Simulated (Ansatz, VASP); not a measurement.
# C (Diamond) in two plane-wave programs

One calculation is typed for both programs; each brings its own data sets. How far apart do they land? The cell is taken from a series of runs on this material, whose earlier steps may have relaxed, scaled, displaced or heated it; both programs get it as it stands.

Program: Ansatz 0.2.0. Level of theory: plane waves, with VASP 6.6.1 beside it; zone-centre phonons at LDA. Results are calculated unless marked as measured.

## (1) The starting structure

The structure is tetragonal, space group I4_1/amd (No. 141). The conventional cell has a = 2.507 Å, b = 2.507 Å, c = 3.426 Å, α = 90.00°, β = 90.00°, γ = 90.00°. C has 4 C at 1.52 Å nearest.

As a file:

```
C
1.0
     0.00000    1.77294    1.71276
     1.77294    0.00000    1.71276
     1.77294    1.77294    0.00000
C
2
Direct
  0.50000 0.50000 0.50000
  0.75000 0.75000 0.75000
```

## (2) VASP: zone-centre phonons, LDA, pair 1

Second derivatives magnify differences that forces hide, and they need a tight electronic threshold.

Lines of VASP's logs that name or quote its potential files are left out, and so is its time.

The input, INCAR:

```
SYSTEM = C
PREC = Accurate
ENCUT = 600
EDIFF = 1E-08
NELM = 120
ISMEAR = 0
SIGMA = 0.01
LREAL = .FALSE.
ALGO = Normal
GGA = CA
NBANDS = 10
LORBIT = 11
LWAVE = .FALSE.
LCHARG = .FALSE.
ISIF = 2
IBRION = 8
LEPSILON = .TRUE.
LASPH = .TRUE.
GGA_COMPAT = .FALSE.
EFERMI = MIDGAP
KPAR = 2
```

The input, POSCAR:

```
C
1.0
    0.0000000000      1.7729400393      1.7127612868
    1.7729400393      0.0000000000      1.7127612868
    1.7729400393      1.7729400393      0.0000000000
C
2
Direct
    0.5000000000      0.5000000000      0.5000000000
    0.7500000000      0.7500000000      0.7500000000
```

The input, KPOINTS:

```
Automatic mesh
0
Gamma
12 12 12
0 0 0
```

PAW data sets: C (LDA family, release 64).

Launch:

```console
$ mpirun -np 2 vasp_std
```

Numbers of over 12 decimals in the logs are rounded to 6 here.

The program printed:

```text
[banner, memory and clock lines left out]
running    2 mpi-ranks, on    1 nodes
 distrk:  each k-point on    1 cores,    2 groups
 distr:  one band on    1 cores,    1 groups

 POSCAR found type information on POSCAR C
 POSCAR found :  1 types and       2 ions
 LDA part: xc-table for (Slater(with rela. corr.)+CA(PZ))
 , standard interpolation
 POSCAR, INCAR and KPOINTS ok, starting setup
 FFT: planning ... GRIDC
 FFT: planning ... GRID_SOFT
 FFT: planning ... GRID
 WAVECAR not read
 entering main loop
       N       E                     dE             d eps       ncg     rms          rms(c)
DAV:   1     0.119518272918E+01    0.11952E+01   -0.53589E+03  3400   0.865E+02
DAV:   2    -0.207211554968E+02   -0.21916E+02   -0.20960E+02  4508   0.138E+02
DAV:   3    -0.211319240252E+02   -0.41077E+00   -0.40987E+00  3914   0.153E+01
DAV:   4    -0.211327972287E+02   -0.87320E-03   -0.87314E-03  3530   0.827E-01
DAV:   5    -0.211327985174E+02   -0.12887E-05   -0.12887E-05  3722   0.308E-02    0.605E+00
DAV:   6    -0.204518171039E+02    0.68098E+00   -0.39207E-01  3404   0.466E+00    0.351E+00
DAV:   7    -0.202157222292E+02    0.23609E+00   -0.45811E-01  3554   0.505E+00    0.784E-01
DAV:   8    -0.202155942422E+02    0.12799E-03   -0.95340E-03  3546   0.889E-01    0.269E-02
DAV:   9    -0.202155813996E+02    0.12843E-04   -0.34892E-05  3644   0.504E-02    0.195E-02
DAV:  10    -0.202155826960E+02   -0.12964E-05   -0.17802E-06  3594   0.122E-02    0.461E-03
DAV:  11    -0.202155826342E+02    0.61739E-07   -0.57653E-08  3668   0.199E-03    0.718E-04
DAV:  12    -0.202155826231E+02    0.11126E-07   -0.12605E-09  1986   0.356E-04    0.156E-04
DAV:  13    -0.202155826209E+02    0.22326E-08   -0.75598E-11  1722   0.934E-05
   1 F= -.20215583E+02 E0= -.20215583E+02  d E =0.000000E+00
 Linear response reoptimize wavefunctions to high precision
DAV:   1    -0.202155826204E+02    0.43235E-09   -0.26546E-12  1894   0.184E-05
DAV:   2    -0.202155826204E+02    0.22283E-10   -0.24413E-13  1692   0.466E-06
 Linear response G [H, r] |phi>, progress :
  Direction:   1
       N       E                     dE             d eps       ncg     rms
RMM:   1    -0.297585624339E+02   -0.29759E+02    0.84219E+00  7512   0.424E+01
RMM:   2    -0.307379074955E+02   -0.97935E+00   -0.91314E-01  5151   0.839E+00
RMM:   3    -0.307483369607E+02   -0.10429E-01   -0.35888E-03  5423   0.506E-01
RMM:   4    -0.307484213873E+02   -0.84427E-04   -0.31355E-05  5686   0.400E-02
RMM:   5    -0.307484220230E+02   -0.63572E-06    0.23495E-07  5624   0.374E-03
RMM:   6    -0.307484220364E+02   -0.13328E-07    0.52597E-07  5230   0.493E-04
RMM:   7    -0.307484220343E+02    0.20957E-08    0.54592E-07  4142   0.188E-04
RMM:   8    -0.307484220329E+02    0.13566E-08    0.53474E-07  3991   0.165E-04
RMM:   9    -0.307484220329E+02    0.13770E-10    0.52520E-07  3698   0.164E-04
RMM:  10    -0.307484220406E+02   -0.76775E-08    0.36671E-07  3077   0.164E-04
RMM:  11    -0.307484220451E+02   -0.45324E-08    0.83478E-07  2336   0.163E-04
 Linear response G [H, r] |phi>, progress :
  Direction:   2
       N       E                     dE             d eps       ncg     rms
RMM:   1    -0.287928836832E+02   -0.28793E+02   -0.69008E+00  7449   0.405E+01
RMM:   2    -0.277119165666E+02    0.10810E+01   -0.76861E-01  5135   0.744E+00
RMM:   3    -0.277141192701E+02   -0.22027E-02   -0.44422E-03  5432   0.448E-01
RMM:   4    -0.277140592106E+02    0.60060E-04   -0.52295E-05  5717   0.367E-02
RMM:   5    -0.277140576919E+02    0.15186E-05   -0.24954E-06  5613   0.335E-03
RMM:   6    -0.277140575887E+02    0.10327E-06   -0.11334E-06  5163   0.480E-04
RMM:   7    -0.277140575808E+02    0.78358E-08   -0.10639E-06  4148   0.216E-04
RMM:   8    -0.277140575793E+02    0.15342E-08   -0.11510E-06  3951   0.199E-04
RMM:   9    -0.277140575793E+02    0.73399E-11   -0.10460E-06  3701   0.198E-04
RMM:  10    -0.277140575682E+02    0.11074E-07   -0.10638E-06  3105   0.199E-04
 Linear response G [H, r] |phi>, progress :
  Direction:   3
       N       E                     dE             d eps       ncg     rms
RMM:   1    -0.292712577828E+02   -0.29271E+02    0.81373E+00  7395   0.418E+01
RMM:   2    -0.292592255849E+02    0.12032E-01   -0.84520E-01  5111   0.791E+00
RMM:   3    -0.292654032708E+02   -0.61777E-02   -0.38425E-03  5470   0.473E-01
RMM:   4    -0.292654234114E+02   -0.20141E-04   -0.39868E-05  5683   0.381E-02
RMM:   5    -0.292654230954E+02    0.31599E-06   -0.39619E-07  5609   0.352E-03
RMM:   6    -0.292654230870E+02    0.84371E-08    0.63347E-08  5126   0.450E-04
 Linear response to external field (no local field effect), progress :
  Direction:   1
       N       E                     dE             d eps       ncg     rms          rms(c)
RMM:   1    -0.163297267707E+00   -0.16330E+00   -0.60292E-01  7255   0.215E+00
RMM:   2    -0.167002731325E+00   -0.37055E-02   -0.92055E-04  5208   0.252E-01
RMM:   3    -0.167006551956E+00   -0.38206E-05   -0.27612E-06  5229   0.106E-02
RMM:   4    -0.167006568288E+00   -0.16332E-07   -0.11462E-08  5142   0.728E-04
RMM:   5    -0.167006568354E+00   -0.65873E-10   -0.62657E-11  3749   0.497E-05
 change of polarisation eV/A/(eV/A) component  1 :     0.334     0.096     0.100
 dielectric tensor                  component  1 :     6.613     1.605     1.678
[...]
RMM:   1    -0.136108866120E+00   -0.13611E+00   -0.46851E-01  7091   0.200E+00
RMM:   2    -0.138873148684E+00   -0.27643E-02   -0.75081E-04  5179   0.232E-01
RMM:   3    -0.138876289476E+00   -0.31408E-05   -0.23342E-06  5238   0.994E-03
RMM:   4    -0.138876303826E+00   -0.14350E-07   -0.10038E-08  5144   0.702E-04
RMM:   5    -0.138876303883E+00   -0.56975E-10   -0.63621E-11  3705   0.475E-05
 change of polarisation eV/A/(eV/A) component  3 :     0.100    -0.066     0.278
 dielectric tensor                  component  3 :     1.678    -1.105     5.668
 Linear response to external field, progress :
  Direction:   1
       N       E                     dE             d eps       ncg     rms          rms(c)
RMM:   1    -0.146631599070E+00   -0.14663E+00   -0.53130E-01 12504   0.206E+00
RMM:   2    -0.149966687159E+00   -0.33351E-02   -0.81734E-04  8891   0.240E-01    0.689E-01
RMM:   3    -0.147766269481E+00    0.22004E-02   -0.72266E-04  8836   0.209E-01    0.401E-01
RMM:   4    -0.152610876930E+00   -0.48446E-02   -0.10637E-03  8898   0.255E-01    0.319E-02
RMM:   5    -0.153001418771E+00   -0.39054E-03   -0.11081E-05  9087   0.263E-02    0.271E-03
RMM:   6    -0.153014297959E+00   -0.12879E-04   -0.32635E-08  9363   0.161E-03    0.147E-03
RMM:   7    -0.153016862089E+00   -0.25641E-05   -0.45898E-09  9387   0.665E-04    0.991E-05
RMM:   8    -0.153017488224E+00   -0.62614E-06    0.55210E-11  7562   0.624E-05    0.246E-05
RMM:   9    -0.153017354233E+00    0.13399E-06    0.12498E-10  4148   0.228E-05    0.218E-06
 change of polarisation eV/A/(eV/A) component  1 :     0.289     0.040     0.081
 dielectric tensor                  component  1 :     5.863     0.678     1.361
 Linear response to external field, progress :
  Direction:   2
       N       E                     dE             d eps       ncg     rms          rms(c)
RMM:   1    -0.146631599548E+00   -0.14663E+00   -0.53130E-01 12504   0.206E+00
RMM:   2    -0.149966687902E+00   -0.33351E-02   -0.81733E-04  8889   0.240E-01    0.689E-01
RMM:   3    -0.147767175446E+00    0.21995E-02   -0.72272E-04  8840   0.209E-01    0.401E-01
RMM:   4    -0.152609966692E+00   -0.48428E-02   -0.10637E-03  8896   0.255E-01    0.319E-02
RMM:   5    -0.153000322554E+00   -0.39036E-03   -0.11103E-05  9084   0.264E-02    0.270E-03
RMM:   6    -0.153013461774E+00   -0.13139E-04   -0.32643E-08  9362   0.161E-03    0.147E-03
RMM:   7    -0.153015984540E+00   -0.25228E-05   -0.50686E-09  9396   0.664E-04    0.991E-05
RMM:   8    -0.153016615436E+00   -0.63090E-06   -0.27722E-10  7523   0.621E-05    0.246E-05
RMM:   9    -0.153016479478E+00    0.13596E-06   -0.24550E-10  4177   0.227E-05    0.219E-06
 change of polarisation eV/A/(eV/A) component  2 :     0.040     0.289     0.001
 dielectric tensor                  component  2 :     0.678     5.863     0.016
 Linear response to external field, progress :
  Direction:   3
       N       E                     dE             d eps       ncg     rms          rms(c)
RMM:   1    -0.136108866120E+00   -0.13611E+00   -0.46851E-01  7091   0.200E+00
RMM:   2    -0.138873148684E+00   -0.27643E-02   -0.75081E-04  5179   0.232E-01    0.649E-01
RMM:   3    -0.136788939546E+00    0.20842E-02   -0.72900E-04  5153   0.207E-01    0.379E-01
RMM:   4    -0.141133956001E+00   -0.43450E-02   -0.10210E-03  5177   0.248E-01    0.352E-02
RMM:   5    -0.141575391633E+00   -0.44144E-03   -0.11801E-05  5306   0.270E-02    0.269E-03
RMM:   6    -0.141587586209E+00   -0.12195E-04   -0.31749E-08  5471   0.160E-03    0.148E-03
RMM:   7    -0.141590773113E+00   -0.31869E-05   -0.49011E-09  5482   0.682E-04    0.970E-05
RMM:   8    -0.141591256036E+00   -0.48292E-06   -0.42008E-11  4326   0.605E-05    0.238E-05
RMM:   9    -0.141591167799E+00    0.88237E-07    0.40144E-12  2368   0.219E-05    0.210E-06
 change of polarisation eV/A/(eV/A) component  3 :     0.098    -0.064     0.268
 dielectric tensor                  component  3 :     1.646    -1.080     5.503
 Linear response DOF=           2
 Linear response progress:
  Degree of freedom:   1/  2
       N       E                     dE             d eps       ncg     rms          rms(c)
RMM:   1    -0.121484205497E+00   -0.12148E+00   -0.23356E-02 23249   0.210E+00
RMM:   2    -0.111105733667E+00    0.10378E-01   -0.20866E-03 14523   0.404E-01    0.198E-01
RMM:   3    -0.111275946459E+00   -0.17021E-03   -0.22648E-04 14447   0.119E-01    0.107E-01
RMM:   4    -0.112119259521E+00   -0.84331E-03   -0.26399E-04 14427   0.124E-01    0.135E-02
RMM:   5    -0.112078031223E+00    0.41228E-04   -0.17641E-06 15507   0.135E-02    0.105E-03
RMM:   6    -0.112078743679E+00   -0.71246E-06   -0.33438E-08 15560   0.810E-04    0.479E-04
RMM:   7    -0.112076235448E+00    0.25082E-05   -0.33398E-08 15963   0.318E-04    0.640E-05
RMM:   8    -0.112076296532E+00   -0.61084E-07   -0.40064E-08 16054   0.545E-05    0.109E-05
RMM:   9    -0.112076154910E+00    0.14162E-06   -0.39296E-08 16454   0.289E-05    0.137E-06
RMM:  10    -0.112076153202E+00    0.17077E-08   -0.39915E-08 13584   0.163E-05    0.180E-07
 first order change of Fermi-energy   0.17744E-04
 force on displaced ion       1 direction 1 : -40.143   0.000   0.000
 Born effective charge ion    1 direction 1 :   0.000   0.000   0.000
 Linear response progress:
  Degree of freedom:   2/  2
       N       E                     dE             d eps       ncg     rms          rms(c)
RMM:   1    -0.119816032868E+00   -0.11982E+00   -0.21219E-02 13243   0.205E+00
RMM:   2    -0.111123191819E+00    0.86928E-02   -0.20580E-03  8546   0.384E-01    0.192E-01
RMM:   3    -0.111295363671E+00   -0.17217E-03   -0.20347E-04  8384   0.114E-01    0.104E-01
RMM:   4    -0.112121206527E+00   -0.82584E-03   -0.23476E-04  8277   0.118E-01    0.136E-02
RMM:   5    -0.112086693211E+00    0.34513E-04   -0.34338E-06  9057   0.141E-02    0.108E-03
RMM:   6    -0.112086491174E+00    0.20204E-06   -0.15250E-08  9085   0.852E-04    0.437E-04
RMM:   7    -0.112083771269E+00    0.27199E-05    0.48917E-10  9286   0.405E-04    0.720E-05
RMM:   8    -0.112083685107E+00    0.86162E-07    0.71351E-10  9375   0.504E-05    0.100E-05
RMM:   9    -0.112083568609E+00    0.11650E-06    0.13320E-09  9653   0.256E-05    0.142E-06
RMM:  10    -0.112083570666E+00   -0.20571E-08    0.48237E-10  7453   0.140E-05    0.484E-07
 first order change of Fermi-energy   0.40815E-03
 force on displaced ion       1 direction 3 :   0.000   0.000 -41.333
 Born effective charge ion    1 direction 3 :   0.000   0.000  -0.000
 Born effective charges drift removed
 Linear response finished
```

From OUTCAR (step 2):

```text
ion  position               nearest neighbor table
   1  0.500  0.500  0.500-   2 1.52   2 1.52   2 1.52   2 1.52
   2  0.750  0.750  0.750-   1 1.52   1 1.52   1 1.52   1 1.52

  LATTYP: Found a body centered tetragonal cell.
 ALAT       =     2.5073158489
 C/A-ratio  =     1.3662110321

 Subroutine GETGRP returns: Found 16 space group operations
 (whereof  8 operations were pure point group operations)

The static configuration has the point symmetry D_2d.
 The point group associated with its full space group is D_4h.

 Found    163 irreducible k-points:

   k-points           NKPTS =    163   k-points in BZ     NKDIM =    163   number of bands    NBANDS=     10

   dimension x,y,z NGX =    20 NGY =   20 NGZ =   20
   dimension x,y,z NGXF=    40 NGYF=   40 NGZF=   40

   ENCUT  =  600.0 eV  44.10 Ry    6.64 a.u.   4.92  4.92  5.01*2*pi/ulx,y,z

   NELECT =       8.0000    total number of electrons

 k-points in reciprocal lattice and weights: Automatic mesh
   0.00000000  0.00000000  0.00000000       0.001
   0.08333333 -0.00000000  0.00000000       0.005
   0.16666667  0.00000000  0.00000000       0.005
   0.25000000  0.00000000  0.00000000       0.005
   0.33333333  0.00000000  0.00000000       0.005
   0.41666667 -0.00000000  0.00000000       0.005
   0.50000000  0.00000000  0.00000000       0.002
   0.08333333  0.08333333  0.00000000       0.001
   0.16666667  0.08333333  0.00000000       0.005
[...]
-0.33333333  0.16666667  0.50000000       0.002
  -0.25000000  0.25000000  0.50000000       0.001

 average (electrostatic) potential at core
       1 -48.7394       2 -48.7394

  Total        0.0709471      0.0709471      2.2580057      0.0000000     -0.0000000      0.0000000
  in kB       10.5567448     10.5567448    335.9856206      0.0000000     -0.0000000      0.0000000
  external PRESSURE =     119.0330368 kB  Pullay stress =       0.0000000 kB

  energy-cutoff  :      600.00
  volume of cell :       10.77
      direct lattice vectors                 reciprocal lattice vectors
     0.000000000  1.772940039  1.712761287    -0.282017434  0.282017434  0.291926262
     1.772940039  0.000000000  1.712761287     0.282017434 -0.282017434  0.291926262
     1.772940039  1.772940039  0.000000000     0.282017434  0.282017434 -0.291926262

 POSITION                                       TOTAL-FORCE (eV/Angst)
 -----------------------------------------------------------------------------------
      1.77294      1.77294      1.71276        -0.000000     -0.000000      0.000000
      2.65941      2.65941      2.56914         0.000000      0.000000     -0.000000
 -----------------------------------------------------------------------------------
    total drift:                                0.000000     -0.000000      0.000000

 MACROSCOPIC STATIC DIELECTRIC TENSOR (including local field effects in DFT)
 ------------------------------------------------------
           5.862956     0.000000     0.000000
           0.000000     5.862956     0.000000
           0.000000     0.000000     5.503201
 ------------------------------------------------------

 PIEZOELECTRIC TENSOR (including local field effects)  for field in x, y, z        (C/m^2)
          XX          YY          ZZ          XY          YZ          ZX
  --------------------------------------------------------------------------------
  x     0.00000     0.00000     0.00000     0.00000     0.00000     0.00000
  y    -0.00000     0.00000     0.00000     0.00000     0.00000     0.00000
  z     0.00000     0.00000     0.00000     0.00000     0.00000     0.00000

 BORN EFFECTIVE CHARGES (including local field effects) (in |e|, cummulative output)
 ---------------------------------------------------------------------------------
 ion    1
    1     0.00000     0.00000     0.00000
    2     0.00000     0.00000     0.00000
    3     0.00000     0.00000     0.00000
 ion    2
    1     0.00000     0.00000     0.00000
    2     0.00000     0.00000     0.00000
    3     0.00000     0.00000     0.00000

 Eigenvectors and eigenvalues of the dynamical matrix
 ----------------------------------------------------

   1 f  =   41.013045 THz   257.692559 2PiTHz 1368.047912 cm-1   169.616247 meV
             X         Y         Z           dx          dy          dz
      1.772940  1.772940  1.712761     0.000000    0.000000   -0.707107
      2.659410  2.659410  2.569142     0.000000   -0.000000    0.707107

   2 f  =   40.418469 THz   253.956733 2PiTHz 1348.215016 cm-1   167.157283 meV
             X         Y         Z           dx          dy          dz
      1.772940  1.772940  1.712761    -0.707107    0.000000   -0.000000
      2.659410  2.659410  2.569142     0.707107    0.000000   -0.000000

   3 f  =   40.418469 THz   253.956733 2PiTHz 1348.215016 cm-1   167.157283 meV
             X         Y         Z           dx          dy          dz
      1.772940  1.772940  1.712761     0.000000   -0.707107   -0.000000
      2.659410  2.659410  2.569142    -0.000000    0.707107    0.000000

   4 f  =    0.000001 THz     0.000003 2PiTHz    0.000018 cm-1     0.000002 meV
             X         Y         Z           dx          dy          dz
      1.772940  1.772940  1.712761    -0.136349    0.646309    0.252375
      2.659410  2.659410  2.569142    -0.136349    0.646309    0.252375

   5 f/i=    0.000000 THz     0.000002 2PiTHz    0.000008 cm-1     0.000001 meV
             X         Y         Z           dx          dy          dz
      1.772940  1.772940  1.712761     0.180752   -0.215234    0.648848
      2.659410  2.659410  2.569142     0.180752   -0.215234    0.648848

   6 f/i=    0.000000 THz     0.000003 2PiTHz    0.000015 cm-1     0.000002 meV
             X         Y         Z           dx          dy          dz
      1.772940  1.772940  1.712761     0.669879    0.189628   -0.123708
      2.659410  2.659410  2.569142     0.669879    0.189628   -0.123708

 MACROSCOPIC STATIC DIELECTRIC TENSOR IONIC CONTRIBUTION
 ------------------------------------------------------
           0.000000     0.000000     0.000000
           0.000000     0.000000     0.000000
           0.000000     0.000000     0.000000
 ------------------------------------------------------

 ELASTIC MODULI CONTR FROM IONIC RELAXATION (kBar)
 Direction    XX          YY          ZZ          XY          YZ          ZX
 --------------------------------------------------------------------------------
 XX           0.0000      0.0000      0.0000      0.0000      0.0000      0.0000
 YY           0.0000      0.0000      0.0000      0.0000      0.0000      0.0000
 ZZ           0.0000      0.0000      0.0000      0.0000      0.0000      0.0000
 XY           0.0000      0.0000      0.0000   -128.5423      0.0000      0.0000
 YZ           0.0000      0.0000      0.0000      0.0000    -96.8331      0.0000
 ZX           0.0000      0.0000      0.0000      0.0000      0.0000   -104.5268
 --------------------------------------------------------------------------------

 PIEZOELECTRIC TENSOR IONIC CONTR  for field in x, y, z        (C/m^2)
          XX          YY          ZZ          XY          YZ          ZX
  --------------------------------------------------------------------------------
  x     0.00000     0.00000     0.00000     0.00000     0.00000     0.00000
  y     0.00000     0.00000     0.00000     0.00000     0.00000     0.00000
  z     0.00000     0.00000     0.00000     0.00000     0.00000     0.00000
```

[end of part 1 of 3]

[Lines on the potential files, build, host, timing and source positions are cut from VASP's logs without a mark.]

[Logs are printed without paths, hosts, clocks, repeated set-up lines and the standing remarks that a program may print on its own settings, such as how far it seeks lower states.]

[Hosts, paths, dates, database ids (printed as entryN), source tags and the programs' standing remarks are cut or masked in the printed files.]
